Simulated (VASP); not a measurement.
All values below come from RPBE GGA, VASP's PBE PAW potentials (set 64) (plane waves; VASP).

VASP input:

POSCAR:
```
AuAl2
1
    0.0000000000     3.0468581445     3.0468581445
    3.0468581445     0.0000000000     3.0468581445
    3.0468581445     3.0468581445     0.0000000000
Al Au
2 1
Direct
  0.2500000000   0.2500000000   0.2500000000
  0.7500000000   0.7500000000   0.7500000000
  0.0000000000   0.0000000000   0.0000000000
```

File KPOINTS:
```
Regular mesh
0
G
10 10 10
0 0 0
```

INCAR:
```
SYSTEM = AuAl2
PREC = Accurate
ENCUT = 520
EDIFF = 1E-7
NELM = 100
ALGO = Normal
LREAL = .FALSE.
LASPH = .TRUE.
ISMEAR = -5
GGA = RP
LMAXMIX = 6
LWAVE = .FALSE.
LCHARG = .TRUE.
LORBIT = 11
NEDOS = 601
ISIF = 2
LEFG = .TRUE.
```

POTCAR, in this order: Al Au (PBE.64 set). Program: vasp_std.

Output of the run:

### OSZICAR
```
       N       E                     dE             d eps       ncg     rms          rms(c)
DAV:   1     0.619495926532E+02    0.61950E+02   -0.70256E+03  1136   0.117E+03
DAV:   2    -0.100525019050E+02   -0.72002E+02   -0.65854E+02  1300   0.199E+02
DAV:   3    -0.119925715876E+02   -0.19401E+01   -0.19203E+01  1420   0.331E+01
DAV:   4    -0.120083833726E+02   -0.15812E-01   -0.15793E-01  1352   0.352E+00
DAV:   5    -0.120086405764E+02   -0.25720E-03   -0.25704E-03  1404   0.468E-01    0.857E+00
DAV:   6    -0.109867530782E+02    0.10219E+01   -0.58107E+00  1256   0.271E+01    0.430E+00
DAV:   7    -0.109250410268E+02    0.61712E-01   -0.26917E-01  1224   0.616E+00    0.193E+00
DAV:   8    -0.109037566545E+02    0.21284E-01   -0.26406E-02  1320   0.133E+00    0.415E-01
DAV:   9    -0.109031883986E+02    0.56826E-03   -0.42532E-03  1268   0.783E-01    0.197E-01
DAV:  10    -0.109034599375E+02   -0.27154E-03   -0.47511E-04  1244   0.167E-01    0.373E-02
DAV:  11    -0.109034601508E+02   -0.21335E-06   -0.10264E-05  1388   0.270E-02    0.148E-02
DAV:  12    -0.109034696054E+02   -0.94546E-05   -0.24143E-05  1196   0.322E-02    0.568E-03
DAV:  13    -0.109034691680E+02    0.43745E-06   -0.55346E-07  1392   0.824E-03    0.160E-03
DAV:  14    -0.109034693327E+02   -0.16471E-06   -0.11881E-07   908   0.252E-03    0.180E-04
DAV:  15    -0.109034693993E+02   -0.66597E-07   -0.65272E-09   668   0.869E-04
   1 F= -.10903469E+02 E0= -.10903469E+02  d E =0.000000E+00
```

File OUTCAR:
```
------------------------ aborting loop because EDIFF is reached ----------------------------------------
  FORCE on cell =-STRESS in cart. coord.  units (eV):
  Direction    XX          YY          ZZ          XY          YZ          ZX
  --------------------------------------------------------------------------------------
  Total       -0.0355601     -0.0355601     -0.0355601      0.0000000      0.0000000      0.0000000
  in kB       -1.0071324     -1.0071324     -1.0071324      0.0000000      0.0000000      0.0000000
  external PRESSURE =      -1.0071324 kB  Pullay stress =       0.0000000 kB
  volume of cell :       56.57
      direct lattice vectors                 reciprocal lattice vectors
     0.000000000  3.046858144  3.046858144    -0.164103472  0.164103472  0.164103472
     3.046858144  0.000000000  3.046858144     0.164103472 -0.164103472  0.164103472
     3.046858144  3.046858144  0.000000000     0.164103472  0.164103472 -0.164103472
 POSITION                                       TOTAL-FORCE (eV/Angst)
 -----------------------------------------------------------------------------------
      1.52343      1.52343      1.52343        -0.000000      0.000000      0.000000
      4.57029      4.57029      4.57029         0.000000     -0.000000      0.000000
      0.00000      0.00000      0.00000        -0.000000      0.000000     -0.000000
 -----------------------------------------------------------------------------------
    total drift:                                0.000000     -0.000000      0.000000
  FREE ENERGIE OF THE ION-ELECTRON SYSTEM (eV)
  ---------------------------------------------------
  free  energy   TOTEN  =       -10.9034693993 eV

  energy  without entropy=      -10.9034693993  energy(sigma->0) =      -10.90346940

 total charge

# of ion       s       p       d       tot
------------------------------------------
    1        0.396   0.339   0.000   0.735
    2        0.396   0.339   0.000   0.735
    3        0.739   0.653   8.543   9.935
--------------------------------------------------
tot          1.532   1.331   8.543  11.405

 Electric field gradients after diagonalization (V/A^2)
 (convention: |V_zz| > |V_xx| > |V_yy|)
----------------------------------------------------------------------
 ion       V_xx      V_yy      V_zz     asymmetry (V_yy - V_xx)/ V_zz
----------------------------------------------------------------------
   1      -0.000    -0.000     0.000       0.000
   2      -0.000    -0.000     0.000       0.000
   3       0.000     0.000    -0.001       0.000
```
(Selected blocks of OUTCAR.)

OUTCAR:
```
 val. band max:        7.4471469698   @ k =   0.4000   0.1000   0.0000

 cond. band min:       7.4252630744   @ k =   0.5000   0.1000   0.0000


 Fermi energy:         7.3429410849

 k-point     1 :       0.0000    0.0000    0.0000
  band No.  band energies     occupation
      1      -2.8416      2.00000
      2       1.0059      2.00000
      3       1.0059      2.00000
      4       1.0059      2.00000
      5       1.9087      2.00000
      6       1.9087      2.00000
      7       9.3860      0.00000
      8      10.3019      0.00000
      9      10.3019      0.00000
     10      10.3019      0.00000
     11      11.0705      0.00000
     12      11.0705      0.00000

 k-point     2 :       0.1000    0.0000    0.0000
  band No.  band energies     occupation
      1      -2.7151      2.00000
      2       0.9633      2.00000
      3       1.0370      2.00000
      4       1.0370      2.00000
      5       1.9024      2.00000
      6       1.9024      2.00000
      7       8.3994     -0.12357
      8       9.6362      0.00000
      9       9.7633      0.00000
     10       9.7633      0.00000
     11      11.6354      0.00000
     12      11.6354      0.00000

 k-point     3 :       0.2000    0.0000    0.0000
  band No.  band energies     occupation
      1      -2.3456      2.00000
      2       0.8643      2.00000
      3       1.1128      2.00000
      4       1.1128      2.00000
      5       1.8980      2.00000
      6       1.8980      2.00000
      7       6.3615      2.09469
      8       9.0315     -0.00491
      9       9.0315      0.00000
     10       9.8301      0.00000
     11      11.7606      0.00000
     12      11.7606      0.00000

 k-point     4 :       0.3000    0.0000    0.0000
  band No.  band energies     occupation
      1      -1.7771      2.00000
      2       0.7863      2.00000
      3       1.1881      2.00000
      4       1.1881      2.00000
      5       1.9262      2.00000
      6       1.9262      2.00000
...
```

For a metal the tetrahedron method with Blöchl corrections gives inexact stress and forces. Unless said otherwise, spin-orbit coupling is left out, though it shifts the bands of the heavy elements here.

The compound is AuAl2 in the fluorite structure. It was relaxed first. The electron count is odd and the run is not spin-polarised, which forces a metal.
